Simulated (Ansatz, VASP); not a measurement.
# W (W(100)-(3x1) missing row) in two plane-wave programs

One calculation is typed for both programs; each brings its own data sets. How far apart do they land? The cell is taken from a series of runs on this material, whose earlier steps may have relaxed, scaled, displaced or heated it; both programs get it as it stands.

Main program and level: Ansatz 0.2.0; plane waves, with VASP 6.6.1 beside it; single point at PBE.

### 1. The structure

The cell holds 14 atoms: 14 W. Its edges and angles: a = 9.480 Å, b = 3.160 Å, c = 23.320 Å, α = 90.0°, β = 90.0°, γ = 90.0°. Vacuum lies along c.

### 2. Ansatz: single point, PBE

Ansatz runs on its default PAW (the set named soft_2) files.

With cell and atoms fixed, the geometry can't cause a difference; cores, projectors, grids and the points listed under the comparison can.

Input file input.yaml:

```yaml
crystal:
  lattice:
    - [9.48, 0.0, 0.0]
    - [0.0, 3.16, 0.0]
    - [0.0, 0.0, 23.32]
  atoms:
    - { symbol: W, position: [1.7e-09, 0.0, 0.3644939966] }
    - { symbol: W, position: [0.3333333317, 0.0, 0.3644939966] }
    - { symbol: W, position: [0.6666666667, 0.0, 0.3644939966] }
    - { symbol: W, position: [0.1666666667, 0.5, 0.4322469983] }
    - { symbol: W, position: [0.5000000017, 0.5, 0.4322469983] }
    - { symbol: W, position: [0.8333333317, 0.5, 0.4322469983] }
    - { symbol: W, position: [-0.0012412819, 0.0, 0.4999525299] }
    - { symbol: W, position: [0.3345746152, 0.0, 0.4999525299] }
    - { symbol: W, position: [0.6666666667, 0.0, 0.502189269] }
    - { symbol: W, position: [0.1666666667, 0.5, 0.5695621038] }
    - { symbol: W, position: [0.4973764149, 0.5, 0.5698577545] }
    - { symbol: W, position: [0.8359569184, 0.5, 0.5698577545] }
    - { symbol: W, position: [-0.0025322964, 0.0, 0.6290315129] }
    - { symbol: W, position: [0.3358656297, 0.0, 0.6290315129] }
kpoints:
  mp_grid: { grid: [8, 20, 1] }
hamiltonian:
  xc: pbe
scf:
  occupations: { method: fermi_dirac, width: 0.05 }
  convergence: { dr2_threshold: 1.0e-09 }
  n_extra_bands: 28
efield:
  axis: 3
  dipole_correction: true
  ramp_position: 0.97
  ramp_width: 0.06
output:
  band_densities:
    - { e_range: [-0.1, 0] }
    - { e_range: [-0.5, 0] }
    - { e_range: [-1.0, 0] }
    - { e_range: [0, 0.1] }
    - { e_range: [0, 0.5] }
    - { e_range: [0, 1.0] }
    - { e_range: [-2.0, -1.8] }
    - { e_range: [-1.8, -1.6] }
    - { e_range: [-1.6, -1.4] }
    - { e_range: [-1.4, -1.2] }
    - { e_range: [-1.2, -1.0] }
    - { e_range: [-1.0, -0.8] }
    - { e_range: [-0.8, -0.6] }
    - { e_range: [-0.6, -0.4] }
    - { e_range: [-0.4, -0.2] }
    - { e_range: [-0.2, 0.0] }
    - { e_range: [0.0, 0.2] }
    - { e_range: [0.2, 0.4] }
    - { e_range: [0.4, 0.6] }
    - { e_range: [0.6, 0.8] }
    - { e_range: [0.8, 1.0] }
    - { e_range: [1.0, 1.2] }
    - { e_range: [1.2, 1.4] }
    - { e_range: [1.4, 1.6] }
    - { e_range: [1.6, 1.8] }
    - { e_range: [1.8, 2.0] }
  band_residual_tolerance: 0.0001
  dos: { projected: true, e_range: [-5, 4] }
  write_potential: true
  write_density: true
  volumetric_format: npy
```

Run with:

```sh
> ansatz run input.yaml --threads 4 --pin off --max-ram 12288MiB --backend cpu --events-out ev --progress --plain --runs-dir out
```

Numbers of over 12 decimals in the logs are rounded to 6 here.

The log of the run:

```text
scf.n_extra_bands = 28 over 98 filled bands (N_el = 196.0): the run solves 126 bands
Engine: ansatz 0.2.0, x86_64-unknown-linux-gnu
Pseudopotentials: kind: paw
Pseudopotential: W, paw, valence charge 14, recommended cutoff 420 eV (normal), W.paw.azcp
Functional definition: PBE
  parameter kappa = 0.804
  parameter beta = 0.066725
  exchange = pbe_x(kappa = kappa, mu = beta*pi^2/3)
  correlation = pbe_c(beta = beta)
Crystal: 14 atoms, lattice volume = 698.593 Å³
Basis set: ecut = 420 eV, 13697 PW (Γ)
Bands: 126, of which v1, the nominal top of the filled ones, is band 98 counted from 1 (97 counted from 0)
Symmetry: 4 space group operations
Space group: Pmm2 (ITA 25), of the structure as read, at distance tolerance 8.9e-5 Å
k-points: 55 of 160
Non-local potential: W, projectors of the file, l = 0: 3, l = 1: 2, l = 2: 2, l = 3: 1
PAW form: soft (Blöchl's): semilocal exchange-correlation on the pseudo side does not see the compensation charge
PAW one-centre angular grid: W, 590 points (default); XC on 64 Gauss nodes
Initial density: superposition of atomic densities (neutral atoms: chi_scale 0, normalization atom), corrected by the library's trained network
Initial wavefunctions: pseudopotential atomic-orbital guess
Functional: x = pbe(κ = 0.804, μ = 0.219515), c = pbe(β = 0.066725)
SCF iter   1: F=—  HF=-145372.293881 eV  |F-HF|=—  |Δ(HF+E_count)|=         —  Δρ=6.10e-3  dr2=2.40e0  ethr=1.77e-3  p=0.003 e·Å  D=8.18e-4 V/Å  ΔV_dip=-0.02 eV  dr2_dipole=3.89e-1  V_vac-E_F(+/−)=4.37/4.39 eV  ⟨swp⟩=9.9  Hψ=33168  notcnv=0  defer=243
efield: sawtooth ramp at fractional position 0.9700 (set: `efield.ramp_position`, or a place that a band, a saddle search or an elastic batch's reference lends), width 0.0600; the density the first Hamiltonian is built on has a dipole p = 0.003 e·Å; the dipole correction subtracts the counter field D = 8.18e-4 V/Å, which shifts the + side's vacuum level by -0.02 eV against the − side's; the planar-averaged density in the ramp window peaks in size at 2.0e-5 e/Å³
preconditioner: auto → LDOS  [metal: Δε(μ)=0.003 eV  Ē_g=4.712 eV  σ=0.050 eV  W_gap=0.01  n_scr=120 (ndim 8)  ℏωp=12.9 eV  f_vac=0.583  D(μ)=14.34/eV (n_scr^D=62)  β→1.0]
SCF iter   2: F=—  HF=-145372.211688 eV  |F-HF|=—  |Δ(HF+E_count)|=   8.22e-2  Δρ=3.69e-3  dr2=3.66e-1  ethr=1.23e-3  p=0.024 e·Å  D=6.26e-3 V/Å  ΔV_dip=-0.15 eV  dr2_dipole=2.51e-2  V_vac-E_F(+/−)=4.09/4.24 eV  ⟨swp⟩=2.1  Hψ=8916  notcnv=0  defer=593
SCF iter   3: F=—  HF=-145372.190626 eV  |F-HF|=—  |Δ(HF+E_count)|=   2.11e-2  Δρ=1.42e-3  dr2=4.56e-2  ethr=1.87e-4  p=0.022 e·Å  D=5.72e-3 V/Å  ΔV_dip=-0.13 eV  dr2_dipole=1.56e-4  V_vac-E_F(+/−)=4.12/4.25 eV  ⟨swp⟩=2.5  Hψ=9570  notcnv=0  defer=600
SCF iter   4: F=—  HF=-145372.187342 eV  |F-HF|=—  |Δ(HF+E_count)|=   3.28e-3  Δρ=4.08e-4  dr2=2.52e-3  ethr=2.33e-5  p=0.022 e·Å  D=5.66e-3 V/Å  ΔV_dip=-0.13 eV  dr2_dipole=3.73e-5  V_vac-E_F(+/−)=4.10/4.23 eV  ⟨swp⟩=2.5  Hψ=8918  notcnv=0  defer=600
SCF iter   5: F=—  HF=-145372.187452 eV  |F-HF|=—  |Δ(HF+E_count)|=   1.10e-4  Δρ=1.72e-4  dr2=3.53e-4  ethr=1.28e-6  p=0.021 e·Å  D=5.56e-3 V/Å  ΔV_dip=-0.13 eV  dr2_dipole=1.03e-7  V_vac-E_F(+/−)=4.09/4.22 eV  ⟨swp⟩=3.0  Hψ=10048  notcnv=0  defer=600
SCF iter   6: F=—  HF=-145372.187582 eV  |F-HF|=—  |Δ(HF+E_count)|=   1.29e-4  Δρ=6.06e-5  dr2=3.34e-5  ethr=1.80e-7  p=0.021 e·Å  D=5.45e-3 V/Å  ΔV_dip=-0.13 eV  dr2_dipole=2.72e-6  V_vac-E_F(+/−)=4.08/4.21 eV  ⟨swp⟩=2.1  Hψ=8766  notcnv=0  defer=600
SCF iter   7: F=—  HF=-145372.187613 eV  |F-HF|=—  |Δ(HF+E_count)|=   3.18e-5  Δρ=2.05e-5  dr2=3.70e-6  ethr=1.70e-8  p=0.021 e·Å  D=5.38e-3 V/Å  ΔV_dip=-0.13 eV  dr2_dipole=2.45e-8  V_vac-E_F(+/−)=4.08/4.21 eV  ⟨swp⟩=2.4  Hψ=9004  notcnv=0  defer=600
SCF iter   8: F=—  HF=-145372.187987 eV  |F-HF|=—  |Δ(HF+E_count)|=   3.74e-4  Δρ=6.55e-6  dr2=4.44e-7  ethr=1.89e-9  p=0.021 e·Å  D=5.34e-3 V/Å  ΔV_dip=-0.12 eV  dr2_dipole=9.23e-9  V_vac-E_F(+/−)=4.08/4.21 eV  ⟨swp⟩=2.7  Hψ=10236  notcnv=0  defer=600
SCF iter   9: F=—  HF=-145372.187988 eV  |F-HF|=—  |Δ(HF+E_count)|=   5.89e-7  Δρ=2.51e-6  dr2=6.64e-8  ethr=2.27e-10  p=0.021 e·Å  D=5.33e-3 V/Å  ΔV_dip=-0.12 eV  dr2_dipole=1.47e-9  V_vac-E_F(+/−)=4.08/4.21 eV  ⟨swp⟩=3.1  Hψ=12235  notcnv=0  defer=600
SCF iter  10: F=—  HF=-145372.187988 eV  |F-HF|=—  |Δ(HF+E_count)|=   1.06e-7  Δρ=8.58e-7  dr2=8.81e-9  ethr=3.39e-11  p=0.021 e·Å  D=5.32e-3 V/Å  ΔV_dip=-0.12 eV  dr2_dipole=8.28e-11  V_vac-E_F(+/−)=4.08/4.21 eV  ⟨swp⟩=2.4  Hψ=10260  notcnv=0  defer=600
SCF iter  11: F=—  HF=-145372.187988 eV  |F-HF|=—  |Δ(HF+E_count)|=   1.31e-8  Δρ=2.92e-7  dr2=1.30e-9  ethr=4.49e-12  p=0.021 e·Å  D=5.32e-3 V/Å  ΔV_dip=-0.12 eV  dr2_dipole=9.63e-12  V_vac-E_F(+/−)=4.08/4.21 eV  ⟨swp⟩=2.7  Hψ=11066  notcnv=0  defer=600
[...]
SCF converged after 12 iterations
Free energy (F): -145372.187988 eV
Harris-Foulkes:  -145372.187988 eV  (|F-HF|=1.16e-10)
Internal energy: -145372.066599 eV  (E = F + TS)
E sigma→0 (E₀):  -145372.127294 eV
Entropy (-TS):   -0.121389 eV (-8.671 meV/atom)
Fermi energy:    4.404782 eV
Dipole field:    D = 0.005320 V/Å  (p = 0.020539 e·Å, saw-weighted, corrected)
Work function:   Φ+ = 4.0821 eV   Φ− = 4.2062 eV
Levels:          The Fermi level and band energies are counted from a zero that moves with the ramp; work functions are not
--- Per-component energies (eV) ---
  E_band       = -4644.804576
  E_kinetic    = 6265.961042
  E_local      = -218696.315157  (includes V_loc(G=0)·N_el)
  E_nonlocal   = 23.243538
  E_hartree    = 106413.048749
  E_xc         = -3714.883397
  E_vxc        = -3313.663159  (∫ρ·V_xc dr)
  E_paw        = -119876.146791  (= ΣΔE_a)
  E_vpaw       = -1750.371097  (= ΣTr[D̂ρ^β])
  E_aug_tail   = -0.000820  (compensation charges beyond the density's cutoff)
  E_efield     = 0.000055  (sawtooth field / dipole correction)
  E_vefield    = 0.243868  (∫n·V_field dr)
  E_ewald      = 84213.026181
  E_smearing   = -0.121389  (= −TS)
  E_closure    = -0.000000  (closes the sum)
  Σ components = -145372.187988   (vs F -145372.187988, Δ=0.00e0)
--- Band table (eV; the first three rows and the last of 55) ---
  k-point 0: bands = [... 94 lower, 4.0157, 4.0227, 4.0438, 4.1181, 4.2482, 4.4291, 4.6662, 4.7424, ... 24 higher]
  k-point 1: bands = [... 94 lower, 3.9676, 4.0019, 4.0682, 4.1943, 4.2359, 4.4019, 4.7011, 4.7708, ... 24 higher]
  k-point 2: bands = [... 94 lower, 3.9201, 3.9790, 4.1461, 4.1829, 4.3085, 4.3360, 4.6552, 4.7576, ... 24 higher]
  k-point 54: bands = [... 94 lower, 4.1303, 4.3989, 4.6736, 4.7499, 4.8070, 5.0406, 5.5579, 5.6066, ... 24 higher]
--- Band densities, each state counted as filled ---
  window                                       electrons  max residual (eV)  cut levels
  e_range: [-0.1, 0]                            1.700000             3.3e-6           0
  e_range: [-0.5, 0]                            7.837500             3.3e-6           0
  e_range: [-1, 0]                             14.487500             3.3e-6           0
  e_range: [0, 0.1]                             1.462500             1.1e-5           0
  e_range: [0, 0.5]                             6.562500             4.3e-5           0
  e_range: [0, 1]                              12.712500             5.0e-5           0
  e_range: [-2, -1.8]                           3.325000             2.3e-6           0
  e_range: [-1.8, -1.6]                         3.062500             2.2e-6           0
  e_range: [-1.6, -1.4]                         3.337500             2.2e-6           0
  e_range: [-1.4, -1.2]                         3.012500             2.2e-6           0
  e_range: [-1.2, -1]                           2.575000             2.3e-6           0
  e_range: [-1, -0.8]                           2.212500             2.4e-6           0
  e_range: [-0.8, -0.6]                         2.925000             2.4e-6           0
  e_range: [-0.6, -0.4]                         3.025000             2.5e-6           0
  e_range: [-0.4, -0.2]                         3.250000             2.6e-6           0
  e_range: [-0.2, 0]                            3.075000             3.3e-6           0
  e_range: [0, 0.2]                             2.487500             2.2e-5           0
  e_range: [0.2, 0.4]                           2.425000             2.7e-5           0
  e_range: [0.4, 0.6]                           2.337500             4.3e-5           0
  e_range: [0.6, 0.8]                           3.200000             3.5e-5           0
  e_range: [0.8, 1]                             2.262500             5.0e-5           0
  e_range: [1, 1.2]                             3.312500             3.5e-5           0
  e_range: [1.2, 1.4]                           3.750000             3.4e-5           0
  e_range: [1.4, 1.6]                           3.950000             3.4e-5           0
  e_range: [1.6, 1.8]                           3.825000             3.4e-5           0
  e_range: [1.8, 2]                             3.825000             3.4e-5           0
```

The column dr2 measures how far the density is from self-consistency, as an energy; F and HF (Harris–Foulkes) agree once it is small.

[end of part 1 of 2]

[Lines on the potential files, build, host, timing and source positions are cut from VASP's logs without a mark.]

[Logs are printed without paths, hosts, clocks, repeated set-up lines and the standing remarks that a program may print on its own settings, such as how far it seeks lower states.]

[Hosts, paths, dates, database ids (printed as entryN), source tags and the programs' standing remarks are cut or masked in the printed files.]
